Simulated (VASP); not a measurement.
Sr3Zn: single point with LDA

The system is Sr3Zn.

```xyz
4
Lattice="0.0000 4.0974 4.0974 4.0974 0.0000 4.0974 4.0974 4.0974 0.0000" Properties=species:S:1:pos:R:3 pbc="T T T"
Zn    0.0000    0.0000    0.0000
Sr    4.0974    4.0974    4.0974
Sr    2.0487    2.0487    2.0487
Sr    6.1461    6.1461    6.1461
```

The cell was built by a generator and needn't be a form met in nature.

| Property | Result |
| --- | --- |
| Program | VASP 6.6.1 |
| Task | single point |
| Functional | LDA |
| Potentials or basis | VASP PAW LDA potentials, release 64 (Zn, Sr_sv) |
| Cutoff | 520 eV |
| k mesh | 5 × 5 × 5 |
| Occupations | fermi-dirac, width 0.05 eV |
| Spin | no spin polarisation |
| Dipole correction | no |
| Further INCAR settings | ALGO = Fast; EDIFF = 1e-06; NBANDS = 29 |

- Pressure: 0.1 GPa
- Band gap on the k mesh: none (metal or under the smearing width)

Levels at points of the mesh, in eV from the Fermi level:
```
           k point  band 19  band 20  band 21  band 22  band 23  band 24
(0.00, 0.00, 0.00)    -0.20    -0.20    -0.20    -0.10    -0.10     0.88
```

Wall time 36 s on 1 thread of Intel(R) Xeon(R) 6975P-C (Granite Rapids), with other jobs on the host, peak memory 0.25 GiB.
